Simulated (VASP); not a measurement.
Here is a VASP 6.6.1 calculation.

Contents of INCAR:

```
PREC = Accurate
ENCUT = 520
EDIFF = 1E-7
ISMEAR = 0
SIGMA = 0.1
LREAL = F
LASPH = T
NELM = 150
ALGO = Normal
ISIF = 3
LWAVE = F
LCHARG = F
ISPIN = 2
MAGMOM = 1 0
LORBIT = 11
LMAXMIX = 4
GGA = PE
IBRION = 2
NSW = 80
EDIFFG = -0.002
```

Contents of KPOINTS:

```
Automatic mesh
0
Gamma
  16 16 16
```

The input POSCAR:

```
TiC
1.0
    0.0000000000      2.1593000000      2.1593000000
    2.1593000000      0.0000000000      2.1593000000
    2.1593000000      2.1593000000      0.0000000000
Ti C
1 1
Direct
    0.0000000000      0.0000000000      0.0000000000
    0.5000000000      0.5000000000      0.5000000000
```

Potentials or basis: VASP PAW PBE potentials, release 64 (Ti_sv, C).

The run is started by

```console
$ cat potpaw_PBE.64/Ti_sv/POTCAR potpaw_PBE.64/C/POTCAR > POTCAR
$ mpirun -np 1 vasp_std > vasp.out
```

Q: What does it give for the space group after relaxing (to 0.05 Å)?

A: Fm-3m (No. 225).

Q: What does it give for the net moment?

A: 0.00 μB per cell.

Q: Predict the band gap on the k mesh.

A: None (metal or under the smearing width).

Q: Estimate the relaxed volume.

A: 10.18 Å³/atom.

The path:
```csv
step,energy change (eV),largest force (eV/Å),pressure (GPa),volume (Å³)
1,0.0000,0.0000,2.73,20.14
2,0.0012,0.0000,-3.37,20.64
3,-0.0019,0.0000,-0.01,20.36
```

PBE usually gives volumes a little too large and moduli too small. Zero-point motion and thermal expansion aren't in these numbers.
